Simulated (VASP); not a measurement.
An input for Quantum ESPRESSO's pw.x (written as the equivalent of a VASP run, and not itself run):

```
&CONTROL
  calculation = 'vc-relax'
  pseudo_dir = './pseudo'
  outdir = './out'
  tprnfor = .true.
  tstress = .true.
  nstep = 60
  forc_conv_thr = 0.00039
/
&SYSTEM
  ibrav = 0
  nat = 2
  ntyp = 2
  ecutwfc = 84
  occupations = 'smearing'
  smearing = 'gaussian'
  degauss = 0.003675
  input_dft = 'vdw-df-obk8'
/
&ELECTRONS
  conv_thr = 7.3e-08
  electron_maxstep = 100
/
&IONS
/
&CELL
/
ATOMIC_SPECIES
  Al 26.982 Al.upf
  As 74.922 As.upf
CELL_PARAMETERS angstrom
    -0.0000000    2.8623390    2.8623390
     2.8623390    0.0000000    2.8623390
     2.8623390    2.8623390    0.0000000
ATOMIC_POSITIONS crystal
  Al   0.0000000  0.0000000  0.0000000
  As   0.2500000  0.2500000  0.2500000
K_POINTS automatic
  7 7 7 0 0 0
```

Q: Write the VASP files for the same calculation (optB88-vdW).

A: One answer among several that fit: 
**POSCAR**
```
AlAs
1
   -0.0000000000     2.8623389622     2.8623389622
    2.8623389622     0.0000000000     2.8623389622
    2.8623389622     2.8623389622     0.0000000000
Al As
1 1
Direct
  0.0000000000   0.0000000000   0.0000000000
  0.2500000000   0.2500000000   0.2500000000
```

File KPOINTS:
```
K-points
0
Gamma
 7 7 7
0 0 0
```

**INCAR**
```
SIGMA = 0.05   ! width (eV)
LASPH = .TRUE.
SYSTEM = AlAs
PARAM1 = 0.1833333333
ENCUT = 520
EDIFFG = -0.01
AGGAC = 0.0
ISMEAR = 0   ! Gaussian
GGA = BO
LWAVE = .FALSE.
PREC = Accurate
ISIF = 3
LMAXMIX = 4   ! l cut-off of mixed one-centre charges
LCHARG = .FALSE.
LREAL = .FALSE.   ! projection in real space or not
NELM = 100
LUSE_VDW = .TRUE.
IBRION = 2   ! conjugate gradients
EDIFF = 1E-6   ! SCF stop (eV)
PARAM2 = 0.22
ALGO = Normal   ! blocked Davidson
NSW = 60   ! most ionic steps
```

POTCAR, in this order: Al As (PBE.64 set). Program: vasp_std.

What does not carry over: the potentials are each code's own (VASP's PAW set, PseudoDojo norm-conserving files in pw.x), so ENCUT and ecutwfc are chosen apart and not converted; conv_thr bounds pw.x's estimated SCF error, while EDIFF bounds the energy change between steps; forc_conv_thr acts on force components and is met together with etot_conv_thr.

The compound is AlAs in the zinc blende structure. It was relaxed first. The start is the result of an earlier pass.
